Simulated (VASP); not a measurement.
VASP runs on PbSe (rock salt) share one base input (PBE GGA, plane waves, VASP's PBE PAW potentials (set 64)) and change the settings named in each case.

**KPOINTS**
```
Automatic mesh
0
Gamma
7 7 7
0 0 0
```

**POSCAR**
```
PbSe
1.0
  0.0000000000   3.1212000000   3.1212000000
  3.1212000000   0.0000000000   3.1212000000
  3.1212000000   3.1212000000   0.0000000000
Pb Se
1 1
Cartesian
  0.0000000000   0.0000000000   0.0000000000
  3.1212000000   3.1212000000   3.1212000000
```

INCAR:
```
! general
SYSTEM   =  PbSe
PREC     =  Accurate
ENCUT    =  400   ! plane-wave cut-off (eV)
LREAL    =  F   ! projection in real space or not
LASPH    =  T   ! aspherical one-centre terms

! electronic loop
EDIFF    =  1E-6   ! SCF stop (eV)
NELM     =  100
ALGO     =  Normal   ! blocked Davidson
LMAXMIX  =  4   ! l cut-off of mixed one-centre charges

! smearing
ISMEAR   =  0
SIGMA    =  0.05   ! width (eV)

! functional
GGA      =  PE   ! PBE

! ions
ISIF     =  2   ! forces and stress, cell fixed

! output
LWAVE    =  F
LCHARG   =  F
```

POTCAR, in this order: Pb_d Se (PBE.64 set). Program: vasp_std.

```json
[
 {"change": "base run", "E(σ→0) (eV/atom)": "-4.0993", "pressure (GPa)": "-0.61", "irreducible k-points": "20"},
 {"change": "KGAMMA = .TRUE., KSPACING = 0.8, KPOINTS file removed", "E(σ→0) (eV/atom)": "-4.1469", "pressure (GPa)": "-1.35", "irreducible k-points": "4"},
 {"change": "KGAMMA = .FALSE., KSPACING = 0.35, KPOINTS file removed", "E(σ→0) (eV/atom)": "-4.1031", "pressure (GPa)": "-0.70", "irreducible k-points": "10"},
 {"change": "KGAMMA = .TRUE., KSPACING = 0.2, KPOINTS file removed", "E(σ→0) (eV/atom)": "-4.0987", "pressure (GPa)": "-0.59", "irreducible k-points": "35"},
 {"change": "KGAMMA = .TRUE., KSPACING = 0.5, KPOINTS file removed", "E(σ→0) (eV/atom)": "-4.0939", "pressure (GPa)": "-0.57", "irreducible k-points": "8"},
 {"change": "KGAMMA = .TRUE., KSPACING = 0.3, KPOINTS file removed", "E(σ→0) (eV/atom)": "-4.0999", "pressure (GPa)": "-0.62", "irreducible k-points": "16"}
]
```
 Unless said otherwise, spin-orbit coupling is left out, though it shifts the bands of the heavy elements here.

Left out are runs that ran out of time, are held back, or changed the cell or the kind of run, fixed moments of cells without a moment, rows past the twelfth, gaps on odd meshes, pressures of charged cells and columns that move by less than the noise.

The compound is PbSe in the rock salt structure. The cell was not relaxed at this level.
